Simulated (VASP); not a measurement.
```
CELL_PARAMETERS angstrom
      2.87242     0.00000     0.00000
      0.00000     2.87242     0.00000
      0.00000     0.00000     2.87242
ATOMIC_POSITIONS crystal
  Al 0.50000 0.50000 0.50000
  Co 0.00000 0.00000 0.00000
```

Method: RPBE GGA, VASP's PBE PAW potentials (set 64) (plane waves; VASP 6.6.1). Settings: 520 eV cut-off, Gaussian smearing of 0.050 eV, potentials Al Co.

**Question.** Predict the band gap (along the path) with the smallest direct gap where there is one.

**Answer.** 
```yaml
band gap (along the path): none (metal, semimetal or under 0.01 eV)
```

Only differences to runs with the same potentials and settings are physical.

The compound is CoAl in the CsCl type structure. It was relaxed first. The run is not spin-polarised, so no magnetic state was tried.
